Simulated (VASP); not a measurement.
The system is Pt.

```
Pt
1.0
     0.00000    1.97158    1.97158
     1.97158    0.00000    1.97158
     1.97158    1.97158    0.00000
Pt
1
Direct
  0.00000 0.00000 0.00000
```

| Quantity | Value |
| --- | --- |
| Program | VASP 6.6.1 |
| Task | relaxation of cell and atoms |
| Functional | PBEsol |
| Potentials or basis | VASP PAW PBE potentials, release 64 (Pt) |
| Cutoff | 580 eV |
| k mesh | 18 × 18 × 18 |
| Occupations | gaussian, width 0.1 eV |
| Spin | no spin polarisation |

At the start: pressure -5.6 GPa; volume 15.33 Å³/atom.

Q: How do energy, volume and symmetry change on relaxing?

A: Over 4 steps the energy falls by 5.5 meV/atom and the volume is 15.02 Å³/atom (-2.0 %); space group Fm-3m (No. 225, to 0.05 Å).

Step by step:
```tsv
step	energy change (eV)	largest force (eV/Å)	pressure (GPa)	volume (Å³)
1	0.0000	0.0000	-5.58	15.33
2	0.0431	0.0000	19.62	14.17
3	-0.0055	0.0000	-0.13	15.03
4	-0.0055	0.0000	-0.01	15.02
```

Final structure:
```xyz
1
Lattice="0.0000 1.9583 1.9583 1.9583 0.0000 1.9583 1.9583 1.9583 0.0000" Properties=species:S:1:pos:R:3 pbc="T T T"
Pt    0.0000    0.0000    0.0000
```

Caveat: the PAW data sets were made with another functional, which shifts forces and pressure a little.
